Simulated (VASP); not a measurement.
OSZICAR of a VASP run on CdS (zinc blende):

**OSZICAR**
```
       N       E                     dE             d eps       ncg     rms          rms(c)
DAV:   1     0.119872026727E+03    0.11987E+03   -0.91894E+03   520   0.126E+03
DAV:   2     0.317616059163E+01   -0.11670E+03   -0.11190E+03   565   0.300E+02
DAV:   3    -0.197889873155E+01   -0.51551E+01   -0.51375E+01   645   0.663E+01
DAV:   4    -0.201807091912E+01   -0.39172E-01   -0.39165E-01   565   0.565E+00
DAV:   5    -0.201864912398E+01   -0.57820E-03   -0.57820E-03   630   0.673E-01    0.775E+00
DAV:   6    -0.150425997623E+01    0.51439E+00   -0.10699E+00   734   0.141E+01    0.616E+00
DAV:   7    -0.148925184697E+01    0.15008E-01   -0.19040E-01   535   0.355E+00    0.317E+00
DAV:   8    -0.148899699737E+01    0.25485E-03   -0.18385E-02   545   0.206E+00    0.269E-01
DAV:   9    -0.148874373982E+01    0.25326E-03   -0.23398E-03   605   0.801E-01    0.734E-02
DAV:  10    -0.148885612525E+01   -0.11239E-03   -0.24646E-04   550   0.161E-01    0.718E-02
DAV:  11    -0.148890649452E+01   -0.50369E-04   -0.82323E-05   548   0.109E-01    0.152E-02
DAV:  12    -0.148889878567E+01    0.77088E-05   -0.32906E-05   616   0.823E-02    0.784E-03
DAV:  13    -0.148889932934E+01   -0.54367E-06   -0.29283E-06   535   0.134E-02
   1 F= -.14888993E+01 E0= -.14888993E+01  d E =-.148890E+01
```

Question: Which electronic solver shows in the log?

Answer: It is blocked Davidson (ALGO = Normal, or the opening steps of other solvers). The INCAR had ALGO = Normal.

Question: Can the final energy be trusted as converged?

Answer: The calculation finished and met its thresholds. It stopped with EDIFF = 1E-6, NELM = 100, NSW = 60 and EDIFFG = -0.01 after 1 ionic step (optB86b-vdW, plane waves, VASP's PBE PAW potentials (set 64)).

The compound is CdS in the zinc blende structure, a metastable form; wurtzite is the usual one. It was relaxed first. The start is the result of an earlier pass.
